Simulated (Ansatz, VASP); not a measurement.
# Cross-check of Si23BHO48 (B-H pair in alpha-quartz) between VASP and Ansatz, part 2 of 3

Wanted: the spread between two codes on one cell, functional and k mesh. Of the first pair: The structure shown is the start of the Ansatz relaxation below; VASP solves that cell, so the two are compared at the walk's first step.

VASP 6.6.1 and Ansatz 0.2.0.

So far: The structure; Ansatz: relaxation, LDA.

### Step 3. VASP: single point, LDA, start cell, pair 1

Level of this step: LDA; plane waves and PAW (Si, O, B, H) (VASP).

The same cell, functional (in two slightly different forms), mesh and smearing now go to VASP, with its own data sets.

Lines of VASP's logs that name or quote its potential files are left out, and so is its time.

INCAR reads:

```
SYSTEM = Si23BHO48
PREC = Accurate
ENCUT = 520
EDIFF = 1E-06
NELM = 120
ISMEAR = -1
SIGMA = 0.01
LREAL = Auto
ALGO = Normal
GGA = PW92
NBANDS = 248
LORBIT = 11
LWAVE = .FALSE.
LCHARG = .FALSE.
ISIF = 2
ISYM = 0
LASPH = .TRUE.
GGA_COMPAT = .FALSE.
EFERMI = MIDGAP
NCORE = 2
```

POSCAR reads:

```
Si23BHO48
1.0
    9.7364424247      0.0000000000      0.0000000000
   -4.8682212123      8.4320064823      0.0000000000
    0.0000000000      0.0000000000     10.7331739503
Si O B H
23 48 1 1
Direct
    0.2343957321      0.9997363617      0.3333355088
    0.0012003711      0.2347671345      0.1661586785
    0.2687764137      0.2666510047      0.0008070306
    0.2342806956      0.0006738610      0.8345347836
    0.9979032362      0.2304911653      0.6665191520
    0.2319864716      0.5017286228      0.3330219017
    0.9990584368      0.7307902352      0.1679666246
    0.2683835414      0.7688954004      0.9984940149
    0.2328471583      0.4982443987      0.8338873516
    0.9992992023      0.7321589485      0.6648865501
    0.2696638547      0.7689608652      0.4992891222
    0.7317835320      0.0013549563      0.3324547815
    0.5008817555      0.2316148599      0.1654113693
    0.7657969040      0.2669935092      0.9987515343
    0.7301627122      0.9990113860      0.8329928352
    0.5002305157      0.2307527875      0.6674585759
    0.7653356204      0.2657036620      0.5003406285
    0.7302828728      0.4996330362      0.3331538291
    0.4990754742      0.7313185792      0.1650743767
    0.7661826560      0.7676449269      0.9986375885
    0.7327523409      0.4982735733      0.8340968889
    0.5018872006      0.7345701184      0.6671184156
    0.7680492551      0.7659461616      0.5007231808
    0.1944301764      0.1166062908      0.3718923236
    0.3608078140      0.0658399636      0.2239355303
    0.4331641604      0.2944083363      0.0545292569
    0.1386270301      0.2068727062      0.1120376885
    0.0683736746      0.3642437902      0.2763869303
    0.2931075611      0.4320701138      0.4422746731
    0.2046728095      0.1370217163      0.8912135445
    0.3609493407      0.0653929763      0.7226220348
    0.4345709635      0.2959641937      0.5560738163
    0.1399578487      0.2061404962      0.6112182687
    0.0664548312      0.3597549416      0.7771164465
    0.2953178389      0.4314541275      0.9450580086
    0.2062812121      0.6362737044      0.3891859965
    0.3636224698      0.5678680407      0.2215449979
    0.4329200919      0.7929727063      0.0553640519
    0.1398013435      0.7061293196      0.1094515942
    0.0663413515      0.8620051485      0.2757190942
    0.2925005042      0.9305958216      0.4428643402
    0.2075241615      0.6379026168      0.8888141610
    0.3623982392      0.5688191785      0.7212303682
    0.4335992974      0.7961350616      0.5550261300
    0.1359525913      0.7049331630      0.6115207888
    0.0662979752      0.8604077826      0.7782972715
    0.2942759189      0.9308177142      0.9424208577
    0.7078670692      0.1391719756      0.3901146128
    0.8628711588      0.0680084866      0.2211079417
    0.9309675719      0.2953547302      0.0567455631
    0.6355792314      0.2047254119      0.1100564479
    0.5700337398      0.3637728465      0.2772848007
    0.7949782381      0.4318431215      0.4454764287
    0.7044148362      0.1355720020      0.8891006560
    0.8607449173      0.0654701821      0.7233586296
    0.9324457220      0.2943403809      0.5543535423
    0.6401935653      0.2071183180      0.6102098066
    0.5681927373      0.3613789916      0.7755220439
    0.7931446157      0.4315235060      0.9453799078
    0.7077451955      0.6397682463      0.3891980154
    0.8619179174      0.5656294276      0.2232184078
    0.9316960769      0.7960815749      0.0559881916
    0.6363156314      0.7033553654      0.1108569567
    0.5679070351      0.8631947823      0.2787544499
    0.7939311726      0.9309443745      0.4453337868
    0.7044729318      0.6382477304      0.8881521947
    0.8599878785      0.5663819175      0.7236389754
    0.9315973623      0.7922766680      0.5569900411
    0.6374208934      0.7040312424      0.6091101318
    0.5655917028      0.8605406098      0.7777618288
    0.7943254939      0.9340457715      0.9446619469
    0.2836378674      0.3039785377      0.5283373796
    0.2342835764      0.1957237585      0.4406603323
```

KPOINTS reads:

```
Points of the shifted mesh
1
Reciprocal
 0.2500000000  0.2500000000  0.2500000000 1
```

PAW data sets: Si, O, B and H (LDA family, release 64).

On the command line:

```console
$ mpirun -np 8 vasp_std
```

Numbers of over 12 decimals in the logs are rounded to 6 here.

The program printed:

```text
[banner, memory and clock lines left out]
running    8 mpi-ranks, on    1 nodes
[...]
|                                                                             |
|               ----> ADVICE to this user running VASP <----                  |
|                                                                             |
|     You enforced a specific xc type in the INCAR file but a different       |
|     [... a line on the potential file left out ...]
|     I HOPE YOU KNOW WHAT YOU ARE DOING!                                     |
|                                                                             |

 LDA part: xc-table for (Slater(with rela. corr.)+PW92), standard interpolation
 POSCAR, INCAR and KPOINTS ok, starting setup
[...]
entering main loop
       N       E                     dE             d eps       ncg     rms          rms(c)
DAV:   1     0.235374655199E+04    0.23537E+04   -0.20417E+05   504   0.145E+03
DAV:   2    -0.509578159964E+03   -0.28633E+04   -0.27900E+04   592   0.337E+02
DAV:   3    -0.698234300294E+03   -0.18866E+03   -0.18760E+03   608   0.910E+01
DAV:   4    -0.701256371824E+03   -0.30221E+01   -0.30133E+01   616   0.122E+01
[...]
DAV:  15    -0.623156058905E+03    0.57624E-05   -0.55222E-06   584   0.106E-02    0.119E-02
DAV:  16    -0.623156057149E+03    0.17562E-05   -0.28136E-06   488   0.946E-03    0.347E-03
DAV:  17    -0.623156056809E+03    0.34044E-06   -0.31268E-06   488   0.835E-03
   1 F= -.62315606E+03 E0= -.62315606E+03  d E =0.000000E+00
```

Parts of OUTCAR (step 3):

```text
  Total       -1.8108705      7.4674934      0.8779551     -8.7862803     13.6291686     -4.1521835
  in kB       -3.2925970     13.5776944      1.5963329    -15.9755654     24.7810981     -7.5496658
  external PRESSURE =       3.9604768 kB  Pullay stress =       0.0000000 kB

 POSITION                                       TOTAL-FORCE (eV/Angst)
 -----------------------------------------------------------------------------------
     -2.58476      8.42978      3.57775         4.419595     -6.723519     -3.060876
     -1.13121      1.97956      1.78341        -0.161813     -0.419742      0.219567
      1.31881      2.24840      0.00866        -0.795908      0.014349      0.288707
      2.27778      0.00568      8.95721        -1.218575     -0.650858     -0.690165
      8.59395      1.94350      7.15387        -0.136073      0.319724     -0.646642
     -0.18380      4.23058      3.57438         0.803763     -0.897072     -0.918863
      6.16963      6.16203      1.80281         0.043709      0.402821     -0.908020
     -1.13005      6.48333     10.71701         0.422569     -0.840764      0.494188
     -0.15846      4.20120      8.95026        -0.061553      0.148329     -0.292290
      6.16531      6.17357      7.13634        -0.005627     -0.325965      1.608340
     -1.11791      6.48388      5.35896        -0.769462     -0.830195      0.538444
      7.11837      0.01143      3.56830         1.357161     -0.396993      0.388315
      3.74925      1.95298      1.77539        -1.238869     -0.044996      1.138979
      6.15635      2.25129     10.71977         0.517597     -0.454621      0.622379
[...]
-----------------------------------------------------------------------------------
    total drift:                               -0.024449     -0.047824     -0.001817

  FREE ENERGIE OF THE ION-ELECTRON SYSTEM (eV)
  ---------------------------------------------------
  free  energy   TOTEN  =      -623.1560568086 eV

  energy  without entropy=     -623.1560568086  energy(sigma->0) =     -623.15605681

[... 3 further parts left out ...]
[key lines of the parts left out:]
E-fermi :   2.9906
```

The run ends at a pressure of 0.40 GPa, with forces up to 9.9 eV/Å.

### Step 4. Side by side

Known differences besides the potentials themselves: the cutoff is 420 eV in Ansatz and 520 eV in VASP (PREC = Accurate, projectors in real space); VASP's log shows a relativistic correction to its local exchange, Ansatz's none. Total energies have different zeros and are not compared.

Forces on 7 of the 73 atoms, those with the largest forces and the largest differences (eV/Å; atoms numbered as in POSCAR):

| atom | Ansatz x, y, z | VASP x, y, z |
| --- | --- | --- |
| Si1 | 4.543, -6.803, -3.095 | 4.420, -6.724, -3.061 |
| O24 | -6.584, 6.904, 3.157 | -6.502, 6.810, 3.096 |
| O29 | 2.295, -3.611, 3.371 | 2.307, -3.630, 3.407 |
| O32 | -4.734, 0.368, -1.354 | -4.749, 0.379, -1.377 |
| O33 | 2.961, 2.304, -2.520 | 2.998, 2.298, -2.532 |
| B72 | -0.209, 4.085, 4.257 | -0.187, 4.103, 4.239 |
| H73 | 0.082, -2.892, -3.025 | 0.045, -2.804, -2.954 |

The forces differ by 21 meV/Å r.m.s., which is 1.6 % of the r.m.s. force of 1.278 eV/Å (both taken over all components).

### Step 5. Ansatz: relaxation, LDA

This run makes the geometry at which the two programs are then compared.

The structure compared here is the end of the Ansatz relaxation.

input.yaml reads:

```yaml
relax:
  f_tol: 0.01
  max_steps: 80
  random_displacement: { amplitude: 0.02, seed: 618 }
crystal:
  lattice:
    - [9.73644242, 0.0, 0.0]
    - [-4.86822121, 8.43200648, 0.0]
    - [0.0, 0.0, 10.73317395]
  atoms:
    - { symbol: Si, position: [0.232486103, 0.0, 0.333333333] }
    - { symbol: Si, position: [0.0, 0.232486103, 0.166666667] }
    - { symbol: Si, position: [0.267513897, 0.267513897, 0.0] }
    - { symbol: O, position: [0.196477102, 0.117311684, 0.372788503] }
    - { symbol: O, position: [0.362123816, 0.067743121, 0.222873638] }
    - { symbol: O, position: [0.432256879, 0.294380694, 0.056206971] }
    - { symbol: O, position: [0.137876184, 0.205619306, 0.110459696] }
    - { symbol: O, position: [0.067743121, 0.362123816, 0.277126362] }
    - { symbol: O, position: [0.294380694, 0.432256879, 0.443793029] }
    - { symbol: Si, position: [0.232486103, 0.0, 0.833333333] }
    - { symbol: Si, position: [0.0, 0.232486103, 0.666666667] }
    - { symbol: B, position: [0.283966623, 0.304527625, 0.530149516] }
    - { symbol: O, position: [0.205619306, 0.137876184, 0.889540304] }
    - { symbol: O, position: [0.362123816, 0.067743121, 0.722873638] }
    - { symbol: O, position: [0.432256879, 0.294380694, 0.556206971] }
    - { symbol: O, position: [0.137876184, 0.205619306, 0.610459696] }
    - { symbol: O, position: [0.067743121, 0.362123816, 0.777126362] }
    - { symbol: O, position: [0.294380694, 0.432256879, 0.943793029] }
    - { symbol: Si, position: [0.232486103, 0.5, 0.333333333] }
    - { symbol: Si, position: [0.0, 0.732486103, 0.166666667] }
    - { symbol: Si, position: [0.267513897, 0.767513897, 0.0] }
    - { symbol: O, position: [0.205619306, 0.637876184, 0.389540304] }
    - { symbol: O, position: [0.362123816, 0.567743121, 0.222873638] }
    - { symbol: O, position: [0.432256879, 0.794380694, 0.056206971] }
    - { symbol: O, position: [0.137876184, 0.705619306, 0.110459696] }
    - { symbol: O, position: [0.067743121, 0.862123816, 0.277126362] }
    - { symbol: O, position: [0.294380694, 0.932256879, 0.443793029] }
    - { symbol: Si, position: [0.232486103, 0.5, 0.833333333] }
    - { symbol: Si, position: [0.0, 0.732486103, 0.666666667] }
    - { symbol: Si, position: [0.267513897, 0.767513897, 0.5] }
    - { symbol: O, position: [0.205619306, 0.637876184, 0.889540304] }
    - { symbol: O, position: [0.362123816, 0.567743121, 0.722873638] }
    - { symbol: O, position: [0.432256879, 0.794380694, 0.556206971] }
    - { symbol: O, position: [0.137876184, 0.705619306, 0.610459696] }
    - { symbol: O, position: [0.067743121, 0.862123816, 0.777126362] }
    - { symbol: O, position: [0.294380694, 0.932256879, 0.943793029] }
    - { symbol: Si, position: [0.732486103, 0.0, 0.333333333] }
    - { symbol: Si, position: [0.5, 0.232486103, 0.166666667] }
    - { symbol: Si, position: [0.767513897, 0.267513897, 0.0] }
    - { symbol: O, position: [0.705619306, 0.137876184, 0.389540304] }
    - { symbol: O, position: [0.862123816, 0.067743121, 0.222873638] }
    - { symbol: O, position: [0.932256879, 0.294380694, 0.056206971] }
    - { symbol: O, position: [0.637876184, 0.205619306, 0.110459696] }
    - { symbol: O, position: [0.567743121, 0.362123816, 0.277126362] }
    - { symbol: O, position: [0.794380694, 0.432256879, 0.443793029] }
    - { symbol: Si, position: [0.732486103, 0.0, 0.833333333] }
    - { symbol: Si, position: [0.5, 0.232486103, 0.666666667] }
    - { symbol: Si, position: [0.767513897, 0.267513897, 0.5] }
    - { symbol: O, position: [0.705619306, 0.137876184, 0.889540304] }
    - { symbol: O, position: [0.862123816, 0.067743121, 0.722873638] }
    - { symbol: O, position: [0.932256879, 0.294380694, 0.556206971] }
    - { symbol: O, position: [0.637876184, 0.205619306, 0.610459696] }
    - { symbol: O, position: [0.567743121, 0.362123816, 0.777126362] }
    - { symbol: O, position: [0.794380694, 0.432256879, 0.943793029] }
    - { symbol: Si, position: [0.732486103, 0.5, 0.333333333] }
    - { symbol: Si, position: [0.5, 0.732486103, 0.166666667] }
    - { symbol: Si, position: [0.767513897, 0.767513897, 0.0] }
    - { symbol: O, position: [0.705619306, 0.637876184, 0.389540304] }
    - { symbol: O, position: [0.862123816, 0.567743121, 0.222873638] }
    - { symbol: O, position: [0.932256879, 0.794380694, 0.056206971] }
    - { symbol: O, position: [0.637876184, 0.705619306, 0.110459696] }
    - { symbol: O, position: [0.567743121, 0.862123816, 0.277126362] }
    - { symbol: O, position: [0.794380694, 0.932256879, 0.443793029] }
    - { symbol: Si, position: [0.732486103, 0.5, 0.833333333] }
    - { symbol: Si, position: [0.5, 0.732486103, 0.666666667] }
    - { symbol: Si, position: [0.767513897, 0.767513897, 0.5] }
    - { symbol: O, position: [0.705619306, 0.637876184, 0.889540304] }
    - { symbol: O, position: [0.862123816, 0.567743121, 0.722873638] }
    - { symbol: O, position: [0.932256879, 0.794380694, 0.556206971] }
    - { symbol: O, position: [0.637876184, 0.705619306, 0.610459696] }
    - { symbol: O, position: [0.567743121, 0.862123816, 0.777126362] }
    - { symbol: O, position: [0.794380694, 0.932256879, 0.943793029] }
    - { symbol: H, position: [0.233551, 0.194057, 0.441983] }
basis:
  ecutwfc: 420
  xc_grid: 2
hamiltonian:
  xc: lda
kpoints:
  mp_grid: { grid: [1, 1, 1], shift: [0.25, 0.25, 0.25] }
scf:
  occupations: { method: fermi_dirac, width: 0.01 }
  max_iter: 120
output:
  forces: true
checkpoint:
  write: "../relax.run"
  compress: false
  write_wavefunctions: true
  write_every: 100000
```

On the command line:

```console
$ ansatz run input.yaml --threads 2 --pin off --max-ram 3768MiB --backend cpu --events-out ev --progress --plain --runs-dir out
```

The program printed:

```text
[...]
Crystal: 73 atoms, lattice volume = 881.169 Å³
Basis set: ecut = 420 eV, 17231 PW (Γ), exchange–correlation on 144×144×144 points (8 copies of the dense FFT grid, shifted against one another)
Bands: 265, of which v1, the nominal top of the filled ones, is band 192 counted from 1 (191 counted from 0)
Symmetry: 1 space group operations
k-points: 1
[...]
SCF iter   1: F=—  HF=-40896.648338 eV  |F-HF|=—  |Δ(HF+E_count)|=         —  Δρ=1.40e-2  dr2=1.61e0  ethr=1.77e-3  ⟨swp⟩=6.0  Hψ=1187  notcnv=0  defer=29
[...]
- { symbol: Si, position: [0.275467, 0.772888, 0.00140405] }
[...]
- { symbol: Si, position: [0.768490, 0.767240, -0.00151941] }
[...]
- { symbol: Si, position: [0.727849, 0.500129, 0.830542] }
    - { symbol: Si, position: [0.511599, 0.742211, 0.664201] }
    - { symbol: Si, position: [0.780514, 0.771164, 0.495495] }
[...]
- { symbol: O, position: [0.941317, 0.795045, 0.557110] }
    - { symbol: O, position: [0.647327, 0.716814, 0.601693] }
    - { symbol: O, position: [0.583623, 0.870542, 0.774961] }
    - { symbol: O, position: [0.801684, 0.935869, 0.946253] }
    - { symbol: H, position: [0.054418, 0.060203, 0.414119] }
```

(Continued in part 3 of 3.)

[Lines on the potential files, build, host, timing and source positions are cut from VASP's logs without a mark.]

[Logs are printed without paths, hosts, clocks, repeated set-up lines and the standing remarks that a program may print on its own settings, such as how far it seeks lower states.]

[Hosts, paths, dates, database ids (printed as entryN), source tags and the programs' standing remarks are cut or masked in the printed files.]
